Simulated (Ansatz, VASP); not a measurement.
# Two plane-wave programs on Mg2SO

Contents of POSCAR:

```
Mg2SO
1.0
    3.6748650568      0.0000000000      0.0000000000
    0.0000000000      3.6748650568      0.0000000000
    0.0000000000      0.0000000000      4.8839690323
O Mg S
1 2 1
Direct
    0.0000000000      0.0000000000      0.0000000000
    0.0000000000      0.5000000000      0.8113169975
    0.5000000000      0.0000000000      0.1886830025
    0.5000000000      0.5000000000      0.5000000000
```

File INCAR.step1:

```
PREC = Accurate
ENCUT = 520
ISMEAR = 0
SIGMA = 0.01
LREAL = False
LASPH = True
NELM = 80
NBANDS = 16
GGA = PE
ALGO = Normal
EDIFF = 1E-4
LWAVE = True
LCHARG = False
```

File INCAR.step2:

```
PREC = Accurate
ENCUT = 520
EDIFF = 1E-7
ISMEAR = 0
SIGMA = 0.01
LREAL = False
LASPH = True
NELM = 80
ALGO = Normal
ISIF = 2
LWAVE = False
LCHARG = False
METAGGA = R2SCAN
LMIXTAU = True
NBANDS = 16
ISTART = 1
```

The input KPOINTS:

```
Automatic mesh
0
Gamma
  8 8 6
```

Input for Ansatz:

```yaml
crystal:
  lattice:
    - [3.6748650568, 0.0, 0.0]
    - [0.0, 3.6748650568, 0.0]
    - [0.0, 0.0, 4.8839690323]
  atoms:
    - { symbol: O, position: [0.0, 0.0, 0.0] }
    - { symbol: Mg, position: [0.0, 0.5, 0.8113169975] }
    - { symbol: S, position: [0.5, 0.5, 0.5] }
    - { symbol: Mg, position: [0.5, 0.0, 0.1886830025] }
kpoints:
  mp_grid: { grid: [8, 8, 6] }
  band_path:
    path:
      - [0.0, 0.0, 0.0]
      - [0.0, 0.5, 0.0]
      - [0.5, 0.5, 0.0]
      - [0.0, 0.0, 0.5]
      - [0.0, 0.5, 0.5]
      - [0.5, 0.5, 0.5]
    npoints: 1
hamiltonian:
  xc: r2scan
scf:
  occupations: { method: fixed }
  n_extra_bands: 5
output:
  forces: true
  stress: true
  eigenvalues: true
```

Alike in both runs: task single point; functional r2SCAN; k mesh 8 × 8 × 6; no spin polarisation.

|  | VASP | Ansatz |
| --- | --- | --- |
| version | VASP 6.6.1 | Ansatz 0.2.0 |
| potentials or method | VASP PAW PBE potentials, release 64 (O, Mg, S) | plane waves, PAW |
| plane-wave cutoff (eV) | 520 | 500 |
| occupations | gaussian, width 0.01 eV | fixed |
| valence electrons in the cell | 16 | 32 |

VASP gave:

```
gap on the k mesh at the Fermi level (eV) : 2.17
pressure (GPa)                            : -0.4
```

Question: Estimate Ansatz's values.

Answer: gap on the k mesh at the Fermi level (eV): 2.19; pressure (GPa): 0.0.

The two sets of potentials don't hold the same shells in valence.

Caveats: the PAW data sets were made with another functional, which shifts forces and pressure a little (VASP). r2SCAN opens gaps a little over a GGA but as a rule still falls short of measured ones. A k mesh can miss the band edges.
